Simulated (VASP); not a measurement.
```
CELL_PARAMETERS angstrom
      0.00000     2.94014     2.94014
      2.94014     0.00000     2.94014
      2.94014     2.94014     0.00000
ATOMIC_POSITIONS crystal
  Na 0.00000 0.00000 0.00000
  I  0.50000 0.50000 0.50000
```

These are PBE GGA, VASP's PBE PAW potentials (set 64) (plane waves; VASP) values and carry that method's errors. Settings: 500 eV cut-off, 8×8×8 Γ-centred mesh, Gaussian smearing of 0.050 eV, potentials Na_pv I.

Unless said otherwise, spin-orbit coupling is left out, though it shifts the bands of the heavy elements here.

**Question.** Predict the energy per atom (σ→0), pressure, band gap (on the k-mesh) with the smallest direct gap where there is one.

**Answer.** 
- band gap (on the k-mesh): 4.64 eV
- smallest direct gap (on the k-mesh): 4.64 eV
- energy per atom (σ→0): -2.475 eV/atom
- pressure: 10.02 GPa

The absolute energy has meaning only against runs of the same code, potentials and settings.

The compound is NaI in the rock salt structure. It was relaxed first under an external pressure of 10 GPa.
